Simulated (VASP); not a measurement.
An input for Quantum ESPRESSO's pw.x (written as the equivalent of a VASP run, and not itself run):

```
&CONTROL
  calculation = 'scf'
  pseudo_dir = './pseudo'
  outdir = './out'
  tprnfor = .true.
  tstress = .true.
/
&SYSTEM
  ibrav = 0
  nat = 4
  ntyp = 1
  ecutwfc = 80
  occupations = 'tetrahedra'
  input_dft = 'pbesol'
/
&ELECTRONS
  conv_thr = 7.3e-09
  electron_maxstep = 100
/
ATOMIC_SPECIES
  Sb 121.760 Sb.upf
CELL_PARAMETERS angstrom
     5.1931405    0.0000000    0.0000000
    -2.5965703    4.4973916    0.0000000
     0.0000000   -0.0000000    6.3453957
ATOMIC_POSITIONS crystal
  Sb   0.3333330  0.6666670  0.0230366
  Sb   0.6666670  0.3333330  0.5230366
  Sb   0.6666670  0.3333330  0.9769634
  Sb   0.3333330  0.6666670  0.4769634
K_POINTS automatic
  8 8 6 0 0 0
```

Task: Write the VASP files for the same calculation (PBEsol).

Result: This is not unique; one that fits is 
**KPOINTS**
```
Automatic mesh
0
Gamma
8 8 6
0 0 0
```

**INCAR**
```
SYSTEM=Sb
PREC=Accurate; ENCUT=400; LREAL=.False.
LASPH=.True.
EDIFF=1E-7; NELM=100; ALGO=Normal
LMAXMIX=4
ISMEAR=-5
GGA=PS
ISIF=2
LWAVE=.False.; LCHARG=.True.; LORBIT=11
NEDOS=601
LEFG=.True.
```

POSCAR:
```
Sb
1
    5.1931405017     0.0000000000     0.0000000000
   -2.5965702508     4.4973916217     0.0000000000
    0.0000000000    -0.0000000000     6.3453956964
Sb
4
Direct
  0.3333330000   0.6666670000   0.0230365834
  0.6666670000   0.3333330000   0.5230365834
  0.6666670000   0.3333330000   0.9769634166
  0.3333330000   0.6666670000   0.4769634166
```

POTCAR, in this order: Sb (PBE.64 set). Program: vasp_std.

What does not carry over: the potentials are each code's own (VASP's PAW set, PseudoDojo norm-conserving files in pw.x), so ENCUT and ecutwfc are chosen apart and not converted; conv_thr bounds pw.x's estimated SCF error, while EDIFF bounds the energy change between steps; the field gradients of LEFG aren't asked of the other code.

The structure was generated: Sb was put into the lonsdaleite type (P6_3/mmc), which need not be its known phase. It was relaxed first, which changed the volume by +9 %.
